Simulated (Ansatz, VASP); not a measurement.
# H3C4 in two plane-wave programs

Aim: how closely do two programs agree when they are given the same cell, functional and k mesh? The structure shown is frame 267 of Ansatz's trajectory.

Calculated with Ansatz 0.2.0; plane waves, with VASP 6.6.1 beside it; single point at PBE with D4.

### 1. Starting point

The cell holds 84 atoms: 48 C and 36 H. Cell: a = 9.960 Å, b = 9.960 Å, c = 9.960 Å, α = 90.0°, β = 90.0°, γ = 90.0°. As first built, before any earlier steps moved the atoms (in the runner's words): 2 1,3,5-triphenylbenzene placed at random, at 1.03 g/cm^3; overlaps pushed apart, then 10 ps at 573 K with MMFF94 bonds, angles, torsions, charges and radii (Halgren, J. Comput. Chem. 17, 490 (1996)) in harmonic and 12-6 forms. Snapshot after 20 ps at 473 K and fixed volume.

### 2. Ansatz: dynamics, PBE with D4

Ansatz runs on its default PAW (the set named soft_2) files.

One frame of this run of dynamics is then solved in both programs, so the motion causes no difference.

Input file input.yaml:

```yaml
crystal:
  lattice:
    - [9.95972, 0.0, 0.0]
    - [0.0, 9.95972, 0.0]
    - [0.0, 0.0, 9.95972]
  atoms:
    - { symbol: C, position: [0.09287, 0.05782, 0.83815] }
    - { symbol: C, position: [0.1587, 0.17194, 0.78192] }
    - { symbol: C, position: [0.15014, 0.28962, 0.84827] }
    - { symbol: C, position: [0.09386, 0.30164, 0.97508] }
    - { symbol: C, position: [0.03266, 0.18879, 0.02235] }
    - { symbol: C, position: [0.01731, 0.06785, 0.95548] }
    - { symbol: C, position: [0.95028, 0.94997, 0.01156] }
    - { symbol: C, position: [0.91226, 0.9403, 0.14074] }
    - { symbol: C, position: [0.84077, 0.83287, 0.19087] }
    - { symbol: C, position: [0.79525, 0.83845, 0.33007] }
    - { symbol: C, position: [0.88048, 0.80751, 0.43123] }
    - { symbol: C, position: [0.84437, 0.79113, 0.56645] }
    - { symbol: C, position: [0.71332, 0.81273, 0.61805] }
    - { symbol: C, position: [0.62388, 0.85209, 0.51712] }
    - { symbol: C, position: [0.66206, 0.85453, 0.3763] }
    - { symbol: C, position: [0.81154, 0.72006, 0.11934] }
    - { symbol: C, position: [0.82215, 0.72953, 0.9839] }
    - { symbol: C, position: [0.78395, 0.62006, 0.89514] }
    - { symbol: C, position: [0.88086, 0.55674, 0.80844] }
    - { symbol: C, position: [0.83242, 0.4475, 0.74328] }
    - { symbol: C, position: [0.71152, 0.38502, 0.76386] }
    - { symbol: C, position: [0.62623, 0.44351, 0.84858] }
    - { symbol: C, position: [0.65858, 0.55626, 0.91259] }
    - { symbol: C, position: [0.89272, 0.84163, 0.92982] }
    - { symbol: H, position: [0.09977, 0.95582, 0.79625] }
    - { symbol: H, position: [0.22413, 0.16062, 0.69573] }
    - { symbol: H, position: [0.21376, 0.374, 0.81365] }
    - { symbol: H, position: [0.1028, 0.39381, 0.03729] }
    - { symbol: H, position: [0.98313, 0.21908, 0.11552] }
    - { symbol: H, position: [0.93056, 0.02391, 0.20911] }
    - { symbol: H, position: [0.98288, 0.79456, 0.40394] }
    - { symbol: H, position: [0.9185, 0.78478, 0.64508] }
    - { symbol: H, position: [0.69025, 0.79856, 0.72209] }
    - { symbol: H, position: [0.51723, 0.86554, 0.54529] }
    - { symbol: H, position: [0.58575, 0.863, 0.29751] }
    - { symbol: H, position: [0.75887, 0.63728, 0.1656] }
    - { symbol: H, position: [0.98479, 0.59554, 0.79164] }
    - { symbol: H, position: [0.90823, 0.40207, 0.67904] }
    - { symbol: H, position: [0.69259, 0.29392, 0.71608] }
    - { symbol: H, position: [0.53017, 0.39572, 0.86604] }
    - { symbol: H, position: [0.59054, 0.60252, 0.98164] }
    - { symbol: H, position: [0.8898, 0.84891, 0.82247] }
    - { symbol: C, position: [0.40536, 0.0724, 0.09543] }
    - { symbol: C, position: [0.3774, 0.98261, 0.99105] }
    - { symbol: C, position: [0.46413, 0.97491, 0.87472] }
    - { symbol: C, position: [0.57612, 0.05359, 0.87503] }
    - { symbol: C, position: [0.60495, 0.14561, 0.97455] }
    - { symbol: C, position: [0.52115, 0.15119, 0.07915] }
    - { symbol: C, position: [0.55206, 0.24698, 0.17728] }
    - { symbol: C, position: [0.67703, 0.22732, 0.23271] }
    - { symbol: C, position: [0.72185, 0.32414, 0.32618] }
    - { symbol: C, position: [0.85074, 0.31597, 0.38378] }
    - { symbol: C, position: [0.89819, 0.18837, 0.44016] }
    - { symbol: C, position: [0.03211, 0.16958, 0.46638] }
    - { symbol: C, position: [0.12057, 0.27908, 0.45044] }
    - { symbol: C, position: [0.08137, 0.40411, 0.40675] }
    - { symbol: C, position: [0.94339, 0.42192, 0.37968] }
    - { symbol: C, position: [0.63655, 0.43455, 0.3674] }
    - { symbol: C, position: [0.50412, 0.4461, 0.32391] }
    - { symbol: C, position: [0.41607, 0.54321, 0.37841] }
    - { symbol: C, position: [0.35017, 0.6391, 0.29316] }
    - { symbol: C, position: [0.26792, 0.72928, 0.35202] }
    - { symbol: C, position: [0.25547, 0.73763, 0.49342] }
    - { symbol: C, position: [0.30553, 0.63723, 0.56469] }
    - { symbol: C, position: [0.4084, 0.56708, 0.51819] }
    - { symbol: C, position: [0.47255, 0.35377, 0.21866] }
    - { symbol: H, position: [0.35258, 0.07464, 0.19763] }
    - { symbol: H, position: [0.29129, 0.91456, 0.00756] }
    - { symbol: H, position: [0.44141, 0.91386, 0.79124] }
    - { symbol: H, position: [0.64054, 0.04075, 0.78402] }
    - { symbol: H, position: [0.69314, 0.19028, 0.96909] }
    - { symbol: H, position: [0.72935, 0.13746, 0.21584] }
    - { symbol: H, position: [0.8309, 0.10786, 0.45432] }
    - { symbol: H, position: [0.07538, 0.08098, 0.49262] }
    - { symbol: H, position: [0.23259, 0.26871, 0.46243] }
    - { symbol: H, position: [0.15341, 0.48505, 0.38735] }
    - { symbol: H, position: [0.90685, 0.52127, 0.3417] }
    - { symbol: H, position: [0.68435, 0.51053, 0.4296] }
    - { symbol: H, position: [0.35008, 0.63432, 0.1842] }
    - { symbol: H, position: [0.22366, 0.797, 0.28736] }
    - { symbol: H, position: [0.18694, 0.81365, 0.52689] }
    - { symbol: H, position: [0.30274, 0.64423, 0.67609] }
    - { symbol: H, position: [0.45708, 0.4854, 0.57389] }
    - { symbol: H, position: [0.36786, 0.36032, 0.19688] }
kpoints:
  mp_grid: { grid: [1, 1, 1] }
hamiltonian:
  xc: pbe
  dispersion: d4
scf:
  occupations: { method: gaussian, width: 0.05 }
output:
  forces: true
md:
  timestep: 0.5
  n_steps: 800
  ensemble: nvt_nose_hoover
  temperature: 473
  initial_velocities: maxwell_boltzmann
  seed: 383
```

Started as:

```console
$ ansatz run input.yaml --threads 4 --pin off --max-ram 8192MiB --backend cpu --events-out ev --progress --plain --runs-dir out
```

Numbers of over 12 decimals in the logs are rounded to 6 here.

Output:

```text
Warning: md: disabling space-group detection — thermal motion breaks the input geometry's symmetry, so no spatial operation reduces the k-mesh or symmetrises the density; time reversal is kept, so that k and −k are solved as one point where they differ and the mesh holds both, and exact exchange and, on two spinor components, a DFT+U term hold to it where the run has them: on two components no moment then forms, and  [...]
Engine: ansatz 0.2.0, aarch64-unknown-linux-gnu
Pseudopotentials: kind: paw
Pseudopotential: C, paw, valence charge 4, recommended cutoff 420 eV (normal), C.paw.azcp
Pseudopotential: H, paw, valence charge 1, recommended cutoff 420 eV (normal), H.paw.azcp
Functional definition: PBE
  parameter kappa = 0.804
  parameter beta = 0.066725
  exchange = pbe_x(kappa = kappa, mu = beta*pi^2/3)
  correlation = pbe_c(beta = beta)
Crystal: 84 atoms, lattice volume = 987.965 Å³
Basis set: ecut = 420 eV, 19309 PW (Γ), exchange–correlation on 144×144×144 points (8 copies of the dense FFT grid, shifted against one another)
Bands: 198, of which v1, the nominal top of the filled ones, is band 114 counted from 1 (113 counted from 0)
Symmetry: 1 space group operations
k-points: 1
Non-local potential: C, projectors of the file, l = 0: 2, l = 1: 2, l = 2: 1
Non-local potential: H, projectors of the file, l = 0: 2, l = 1: 1
PAW form: soft (Blöchl's): semilocal exchange-correlation on the pseudo side does not see the compensation charge
PAW one-centre angular grid: C, 110 points (default); XC on 64 Gauss nodes
PAW one-centre angular grid: H, 110 points (default); XC on 64 Gauss nodes
Initial density: superposition of atomic densities (neutral atoms: chi_scale 0, normalization atom), corrected by the library's trained network
Initial wavefunctions: pseudopotential atomic-orbital guess
Functional: x = pbe(κ = 0.804, μ = 0.219515), c = pbe(β = 0.066725)
SCF iter   1: F=—  HF=-12616.632072 eV  |F-HF|=—  |Δ(HF+E_count)|=         —  Δρ=3.49e-3  dr2=1.45e-1  ethr=1.77e-3  ⟨swp⟩=6.0  Hψ=908  notcnv=0  defer=42
preconditioner: auto → Resta (q_TF=auto, 2.137 Å⁻¹)  ε∞=2.5  [insulator: Δε(μ)=3.337 eV  Ē_g=14.717 eV  σ=0.050 eV  W_gap=1.00  n_scr=170 (ndim 8)  ℏωp=17.8 eV  f_vac=0.257  D(μ)=0.00/eV (n_scr^D=0)  ε∞_Penn≈2.5]
SCF iter   2: F=—  HF=-12616.623424 eV  |F-HF|=—  |Δ(HF+E_count)|=   8.65e-3  Δρ=1.76e-3  dr2=3.10e-2  ethr=6.36e-5  ⟨swp⟩=2.0  Hψ=342  notcnv=0  defer=71
SCF iter   3: F=—  HF=-12616.631089 eV  |F-HF|=—  |Δ(HF+E_count)|=   7.66e-3  Δρ=6.89e-4  dr2=5.98e-3  ethr=1.36e-5  ⟨swp⟩=2.0  Hψ=193  notcnv=0  defer=71
SCF iter   4: F=—  HF=-12616.631388 eV  |F-HF|=—  |Δ(HF+E_count)|=   2.99e-4  Δρ=1.95e-4  dr2=7.11e-4  ethr=2.62e-6  ⟨swp⟩=2.0  Hψ=209  notcnv=0  defer=71
SCF iter   5: F=—  HF=-12616.631404 eV  |F-HF|=—  |Δ(HF+E_count)|=   1.62e-5  Δρ=8.26e-5  dr2=1.28e-4  ethr=3.12e-7  ⟨swp⟩=2.0  Hψ=213  notcnv=0  defer=71
SCF iter   6: F=—  HF=-12616.631393 eV  |F-HF|=—  |Δ(HF+E_count)|=   1.06e-5  Δρ=3.58e-5  dr2=2.13e-5  ethr=5.60e-8  ⟨swp⟩=2.0  Hψ=222  notcnv=0  defer=71
SCF iter   7: F=—  HF=-12616.632208 eV  |F-HF|=—  |Δ(HF+E_count)|=   8.15e-4  Δρ=1.45e-5  dr2=3.38e-6  ethr=9.34e-9  ⟨swp⟩=2.0  Hψ=293  notcnv=0  defer=80
SCF iter   8: F=—  HF=-12616.632207 eV  |F-HF|=—  |Δ(HF+E_count)|=   1.70e-6  Δρ=4.12e-6  dr2=2.89e-7  ethr=1.48e-9  ⟨swp⟩=2.0  Hψ=222  notcnv=0  defer=80
SCF iter   9: F=-12616.632206 eV  HF=-12616.632207 eV  |F-HF|=5.83e-8  |Δ(HF+E_count)|=   1.10e-7  Δρ=2.11e-6  dr2=7.00e-8  ethr=3.68e-11  ⟨swp⟩=4.0  Hψ=534  notcnv=0
SCF 1 converged in 9 iterations: F = -12616.632206 eV  dr2 = 7.00e-8
  greatest PAW one-centre occupation: 0.704 electrons in one spin orbital (limit 2), on the C atom at site 46 (counted from 0), in its partial waves of l = 0
md step     0: t =     0.00 fs  T =   473.0 K  F+E_penalty+E_count = -12616.63220646 eV  E_kin = 5.074618 eV  conserved = -12611.55758816 eV  (9 SCF iters)
[...]
md step   795: t =   397.50 fs  T =   389.6 K  F+E_penalty+E_count = -12617.72695426 eV  E_kin = 4.179834 eV  conserved = -12611.56766571 eV  (4 SCF iters, 3 dispersion substeps)
[...]
md step   796: t =   398.00 fs  T =   394.0 K  F+E_penalty+E_count = -12617.77263888 eV  E_kin = 4.227308 eV  conserved = -12611.56915686 eV  (4 SCF iters, 3 dispersion substeps)
[...]
md step   797: t =   398.50 fs  T =   396.7 K  F+E_penalty+E_count = -12617.79869080 eV  E_kin = 4.255972 eV  conserved = -12611.56991503 eV  (4 SCF iters, 3 dispersion substeps)
[...]
md step   798: t =   399.00 fs  T =   396.6 K  F+E_penalty+E_count = -12617.79433273 eV  E_kin = 4.255335 eV  conserved = -12611.56963544 eV  (4 SCF iters, 3 dispersion substeps)
[...]
md step   799: t =   399.50 fs  T =   394.3 K  F+E_penalty+E_count = -12617.76428173 eV  E_kin = 4.229874 eV  conserved = -12611.56853643 eV  (4 SCF iters, 3 dispersion substeps)
[...]
md step   800: t =   400.00 fs  T =   391.1 K  F+E_penalty+E_count = -12617.72552151 eV  E_kin = 4.196043 eV  conserved = -12611.56713432 eV  (8 SCF iters, 3 dispersion substeps)
SCF converged after 8 iterations
Free energy (F): -12617.725522 eV
Harris-Foulkes:  -12617.725522 eV  (|F-HF|=1.03e-8)
Internal energy: -12617.725522 eV  (E = F + TS)
E sigma→0 (E₀):  -12617.725522 eV
Fermi energy:    1.334028 eV
--- Per-component energies (eV) ---
  E_band       = -1606.874267
  E_kinetic    = 4861.712993
  E_local      = -16374.762999  (includes V_loc(G=0)·N_el)
  E_nonlocal   = 1384.659419
  E_hartree    = 6069.780126
  E_xc         = -2624.773290
  E_vxc        = -3263.661700  (∫ρ·V_xc dr)
  E_paw        = -4791.130724  (= ΣΔE_a)
  E_vpaw       = -354.331995  (= ΣTr[D̂ρ^β])
  E_aug_tail   = -0.049271  (compensation charges beyond the density's cutoff)
  E_ewald      = -1137.406786
  E_disp       = -5.754989  (pairwise vdW)
  E_smearing   = -0.000000  (= −TS)
  E_closure    = 0.000000  (closes the sum)
  Σ components = -12617.725522   (vs F -12617.725522, Δ=0.00e0)
--- Forces (eV/Å), atoms counted from 1 ---
  atom   1  C      0.29081534     1.33417878     0.48255378
  atom   2  C     -0.74491453    -0.68957702     1.24929583
  atom   3  C      0.39469792    -1.52087332    -1.60068797
  atom   4  C     -0.19861941     2.87505516     2.26821744
  atom   5  C      0.66320982    -1.67807419    -1.72982344
  atom   6  C     -1.34519114    -0.77533226    -0.11117419
  atom   7  C     -0.25214502    -0.55412901     0.51004646
  atom   8  C     -0.77193886    -1.03131121     0.38274260
  atom   9  C      1.93549519     0.27824130    -1.85557599
  atom  10  C     -1.05821207     0.74096124     0.49025420
  atom  11  C     -0.99271226    -0.09970010     1.31318484
  atom  12  C      1.58060352     1.19701419     0.26301358
  atom  13  C     -1.76265544    -0.30861748     1.19522175
  atom  14  C     -0.14871347     0.02070801    -0.72201525
  atom  15  C     -0.18755111    -0.25857481     0.80378695
  atom  16  C      1.38208148    -0.67728138    -1.10529238
  atom  17  C     -2.09655883    -1.47625230    -0.07227175
  atom  18  C      1.68422747    -0.13726382     0.55219170
  atom  19  C     -0.21703576     0.11794943     0.26955510
  atom  20  C     -0.53155469    -1.52087229    -1.01845088
  atom  21  C      1.17490223     0.26730105    -1.20515820
  atom  22  C     -1.00234307    -1.43034297    -0.76005340
  atom  23  C     -2.01613424     0.21016560    -0.03845979
  atom  24  C      1.76948182     2.49223592    -0.78314516
[...]
atom  77  H     -0.51146433    -0.25846812    -0.20723233
  atom  78  H     -0.58027465     0.41381618    -0.43742525
  atom  79  H      0.61989866    -1.15103128    -0.49606623
  atom  80  H     -0.76440937     1.28704030    -1.25846255
  atom  81  H      0.72010977    -0.21481114     0.17353635
  atom  82  H      0.09769229     0.06248586    -0.05610755
  atom  83  H      0.34965817    -1.01852833    -0.22969191
  atom  84  H     -0.73464129     0.56543319     0.32242465
  max |Σ_I F_I| component: 3.45e-5 eV/Å
--- MD trajectory: 800 steps, t = 0.0 → 400.0 fs ---
  final state: T = 391.1 K   F+E_penalty+E_count = -12617.72552151 eV   E_kin = 4.196043 eV
  conserved energy: peak-to-peak 1.331e-2 eV (1.585e-4 eV/atom) over 400.0 fs
```

(Continued in part 2 of 2.)

[Lines on the potential files, build, host, timing and source positions are cut from VASP's logs without a mark.]

[Logs are printed without paths, hosts, clocks, repeated set-up lines and the standing remarks that a program may print on its own settings, such as how far it seeks lower states.]

[Hosts, paths, dates, database ids (printed as entryN), source tags and the programs' standing remarks are cut or masked in the printed files.]

[The MMFF94 radii named for the starting cell were scaled by 0.96; in molecules described by MMFF94, hydrogen bound to N, O or S took a small fixed 12-6 site in their place.]
